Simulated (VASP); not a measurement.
The cell holds one CsI (CsCl type) (110) slab, with vacuum along c, ions free to move until forces fall under 0.03 eV/Å, no reconstruction beyond this cell, dipole correction on. Ionisation potential and electron affinity count from the cell's own band edges, surface states included.

Given:

```yaml
crystal:
  lattice:
    - [4.51698, 0.00000, 0.00000]
    - [0.00000, 6.38797, 0.00000]
    - [0.00000, 0.00000, 24.40793]
  atoms:
    - { symbol: Cs, position: [0.00000, 0.50000, 0.37073] }
    - { symbol: Cs, position: [0.00000, 0.00000, 0.50000] }
    - { symbol: Cs, position: [0.00000, 0.50000, 0.62927] }
    - { symbol: I, position: [0.50000, 0.00000, 0.36875] }
    - { symbol: I, position: [0.50000, 0.50000, 0.50000] }
    - { symbol: I, position: [0.50000, 0.00000, 0.63125] }
```

Calculation: PBEsol GGA, VASP's PBE PAW potentials (set 64) (plane waves; VASP). Numerical set-up: 400 eV cut-off, 5×3×1 Γ-centred mesh, Gaussian smearing of 0.050 eV, potentials Cs_sv I.

Slab and bulk use different k-meshes, so the surface energy is good to a few per cent at best. Unless said otherwise, spin-orbit coupling is left out, though it shifts the bands of the heavy elements here.

```
Quantity                     Result
------------------------  ---------
surface energy            0.13 J/m²
ionisation potential        4.90 eV
electron affinity           1.55 eV
band gap (on the k-mesh)    3.35 eV
```

The cell is a thin slab with vacuum, built from CsI (CsCl type): (110) face.
